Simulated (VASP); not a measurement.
Output of a VASP run:

OSZICAR:
```
       N       E                     dE             d eps       ncg     rms          rms(c)
DAV:   1     0.757538147756E+02    0.75754E+02   -0.80818E+03  1230   0.144E+03
DAV:   2    -0.102212553616E+02   -0.85975E+02   -0.80841E+02  1257   0.254E+02
DAV:   3    -0.142985561279E+02   -0.40773E+01   -0.39579E+01  1590   0.619E+01
DAV:   4    -0.143820871690E+02   -0.83531E-01   -0.83416E-01  1412   0.823E+00
DAV:   5    -0.143843482082E+02   -0.22610E-02   -0.22607E-02  1645   0.145E+00    0.164E+01
DAV:   6    -0.182471493795E+02   -0.38628E+01   -0.48613E+01  1371   0.175E+02    0.229E+01
DAV:   7    -0.125145222307E+02    0.57326E+01   -0.14614E+01  1475   0.112E+02    0.363E+00
DAV:   8    -0.125092526264E+02    0.52696E-02   -0.19270E+00  1804   0.226E+01    0.278E+00
DAV:   9    -0.124541844462E+02    0.55068E-01   -0.27947E-01  1481   0.120E+01    0.538E-01
DAV:  10    -0.124531190561E+02    0.10654E-02   -0.11029E-02  1681   0.217E+00    0.223E-01
DAV:  11    -0.124532377736E+02   -0.11872E-03   -0.72902E-04  1450   0.230E-01    0.477E-02
DAV:  12    -0.124532619914E+02   -0.24218E-04   -0.41180E-05  1627   0.101E-01    0.173E-02
DAV:  13    -0.124532592510E+02    0.27404E-05   -0.10339E-05  1617   0.752E-02    0.710E-03
DAV:  14    -0.124532593330E+02   -0.81965E-07   -0.15263E-06  1921   0.167E-02    0.337E-03
DAV:  15    -0.124532592960E+02    0.36948E-07   -0.32094E-07  1340   0.136E-02
   1 F= -.12453259E+02 E0= -.12452733E+02  d E =-.157885E-02
```

OUTCAR:
```
------------------------ aborting loop because EDIFF is reached ----------------------------------------
  FORCE on cell =-STRESS in cart. coord.  units (eV):
  Direction    XX          YY          ZZ          XY          YZ          ZX
  --------------------------------------------------------------------------------------
  Total        2.3175876      2.3175876      2.3175876      0.0000000      0.0000000     -0.0000000
  in kB       98.1790932     98.1790932     98.1790932      0.0000000      0.0000000     -0.0000000
  external PRESSURE =      98.1790932 kB  Pullay stress =       0.0000000 kB
  volume of cell :       37.82
      direct lattice vectors                 reciprocal lattice vectors
     0.000000000  2.664194393  2.664194393    -0.187673993  0.187673993  0.187673993
     2.664194393  0.000000000  2.664194393     0.187673993 -0.187673993  0.187673993
     2.664194393  2.664194393  0.000000000     0.187673993  0.187673993 -0.187673993
 POSITION                                       TOTAL-FORCE (eV/Angst)
 -----------------------------------------------------------------------------------
      1.33210      1.33210      1.33210        -0.000000     -0.000000     -0.000000
      3.99629      3.99629      3.99629         0.000000      0.000000      0.000000
      0.00000      0.00000      0.00000         0.000000      0.000000      0.000000
 -----------------------------------------------------------------------------------
    total drift:                               -0.000000     -0.000000      0.000000
  FREE ENERGIE OF THE ION-ELECTRON SYSTEM (eV)
  ---------------------------------------------------
  free  energy   TOTEN  =       -12.4532592960 eV

  energy  without entropy=      -12.4516804500  energy(sigma->0) =      -12.45273301
```
(Selected blocks of OUTCAR.)

File POSCAR:
```
NiSi2
1
    0.0000000000     2.6641943935     2.6641943935
    2.6641943935     0.0000000000     2.6641943935
    2.6641943935     2.6641943935     0.0000000000
Si Ni
2 1
Direct
  0.2500000000   0.2500000000   0.2500000000
  0.7500000000   0.7500000000   0.7500000000
  0.0000000000   0.0000000000   0.0000000000
```

Task: Reconstruct the remaining input files.

Result: Several could match; the one computed here: the input of the run itself, optB86b-vdW, plane waves, VASP's PBE PAW potentials (set 64).

**INCAR**
```
! general
SYSTEM    =  NiSi2
PREC      =  Accurate
ENCUT     =  520
LREAL     =  F
LASPH     =  T

! electronic loop
EDIFF     =  1E-7   ! SCF stop (eV)
NELM      =  100   ! most electronic steps
ALGO      =  Normal
LMAXMIX   =  4   ! l cut-off of mixed one-centre charges

! smearing
ISMEAR    =  1
SIGMA     =  0.1   ! width (eV)

! functional
GGA       =  MK
LUSE_VDW  =  T
AGGAC     =  0.0
PARAM1    =  0.1234
PARAM2    =  1.0

! ions
ISIF      =  2   ! forces and stress, cell fixed

! output
LWAVE     =  F
LCHARG    =  F
```

### KPOINTS
```
Automatic mesh
0
Gamma
10 10 10
0 0 0
```

POTCAR, in this order: Si Ni (PBE.64 set). Program: vasp_std.

The compound is NiSi2 in the fluorite structure. This cell is one point of a volume scan, at 0.94 of the reference volume. The run is not spin-polarised, so no magnetic state was tried.
